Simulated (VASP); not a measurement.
These are LDA (Ceperley-Alder, Perdew-Zunger), VASP's LDA PAW potentials (set 64) (plane waves; VASP) values and carry that method's errors.

VASP ran on this input.

INCAR:
```
ALGO = Normal
EDIFF = 1E-6
EDIFFG = -0.02
ENCUT = 620
IBRION = 2
ISIF = 3
ISMEAR = 0
LASPH = .True.
LCHARG = .False.
LREAL = .False.
LWAVE = .False.
NELM = 100
NSW = 40
PREC = Accurate
PSTRESS = 200
SIGMA = 0.05
SYSTEM = KF
```

POSCAR:
```
KF
1
    0.0000000000     2.4554541475     2.4554541475
    2.4554541475     0.0000000000     2.4554541475
    2.4554541475     2.4554541475     0.0000000000
K F
1 1
Direct
  0.0000000000   0.0000000000   0.0000000000
  0.5000000000   0.5000000000   0.5000000000
```

### KPOINTS
```
Automatic mesh
0
Gamma
9 9 9
0 0 0
```

POTCAR, in this order: K_sv F (LDA.64 set). Program: vasp_std.

Question: What will the output report for the number of irreducible k-points (NKPTS), largest plane-wave count, number of space-group operations, FFT grid (NGX, NGY, NGZ)?

Answer: 
- number of irreducible k-points (NKPTS) = 35
- largest plane-wave count = 1049
- number of space-group operations = 48
- FFT grid (NGX, NGY, NGZ) = 28 × 28 × 28

The compound is KF in the rock salt structure. This run relaxes it under an external pressure of 20 GPa. Symmetry was kept, so distortions that lower it aren't found.
